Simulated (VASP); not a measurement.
VASP runs on Dy (hcp) share one base input (PBE GGA, plane waves, VASP's PBE PAW potentials (set 64)) and change the settings named in each case.

### KPOINTS
```
Automatic
0
Gamma
11 11 6
```

INCAR:
```
SYSTEM = Dy
PREC = Accurate
ENCUT = 400
EDIFF = 1E-6
NELM = 100
ALGO = Normal
LREAL = .FALSE.
LASPH = .TRUE.
ISMEAR = 1
SIGMA = 0.1
GGA = PE
LMAXMIX = 6
LWAVE = .FALSE.
LCHARG = .FALSE.
ISIF = 2
```

POSCAR:
```
Dy
11.30
  0.1588495575  -0.2751354867   0.0000000000
  0.1588495575   0.2751354867   0.0000000000
  0.0000000000   0.0000000000   0.5000000000
Dy
2
Direct
  0.3333330000   0.6666670000   0.2500000000
  0.6666670000   0.3333330000   0.7500000000
```

POTCAR, in this order: Dy_3 (PBE.64 set). Program: vasp_std.

```json
[
 {"change": "base run", "E(σ→0) (eV/atom)": "-4.5355", "pressure (GPa)": "0.46", "−TS (eV)": "0.0014"},
 {"change": "IVDW = 11", "E(σ→0) (eV/atom)": "-4.9064", "pressure (GPa)": "-1.88", "−TS (eV)": "0.0014"},
 {"change": "GGA = AM", "E(σ→0) (eV/atom)": "-4.7384", "pressure (GPa)": "-1.48", "−TS (eV)": "0.0015"},
 {"change": "GGA = 91", "E(σ→0) (eV/atom)": "-4.5494", "pressure (GPa)": "0.14", "−TS (eV)": "0.0009"},
 {"change": "GGA = RE", "E(σ→0) (eV/atom)": "-4.2486", "pressure (GPa)": "1.80", "−TS (eV)": "0.0017"},
 {"change": "IVDW = 13", "E(σ→0) (eV/atom)": "-4.7869", "pressure (GPa)": "?", "−TS (eV)": "0.0014"},
 {"change": "GGA removed, LMIXTAU = .TRUE., METAGGA = SCAN", "E(σ→0) (eV/atom)": "-47.8230", "pressure (GPa)": "-1.18", "−TS (eV)": "0.0024"}
]
```

Question: Fill in the missing entries.

Answer: 
- IVDW = 13, pressure (GPa): -0.81

Energies of different potentials or functionals have different zeros. The 4f electrons are frozen in the core of the lanthanide potential, so 4f levels, which can set the real gap, and their magnetism are missing.

Left out are runs that ran out of time, are held back, or changed the cell or the kind of run, fixed moments of cells without a moment, rows past the twelfth, gaps on odd meshes, pressures of charged cells and columns that move by less than the noise.

The compound is Dy in the hcp structure. The cell was not relaxed at this level.
